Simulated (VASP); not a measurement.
Input:

```
CELL_PARAMETERS angstrom
      2.21193    -3.83117     0.00000
      2.21193     3.83117     0.00000
      0.00000     0.00000     5.95097
ATOMIC_POSITIONS crystal
  Te 0.00000 0.27442 0.66667
  Te 0.72558 0.72558 0.00000
  Te 0.27442 0.00000 0.33333
```

Computed with PBE GGA with D3 dispersion (zero damping), VASP's PBE PAW potentials (set 64) (plane waves; VASP 6.6.1). Numerical set-up: 520 eV cut-off, Gaussian smearing of 0.050 eV, potentials Te.

Unless said otherwise, spin-orbit coupling is left out, though it shifts the bands of the heavy elements here.

Problem. What does the run give for the band gap (along the path) with the smallest direct gap where there is one?

Solution. 
| Property | Value |
|---|---|
| band gap (along the path) | 0.12 eV |
| smallest direct gap (along the path) | 0.12 eV |

Total energies compare only between runs with the same potentials, cut-off and functional.

The compound is Te in the trig structure. It was relaxed first.
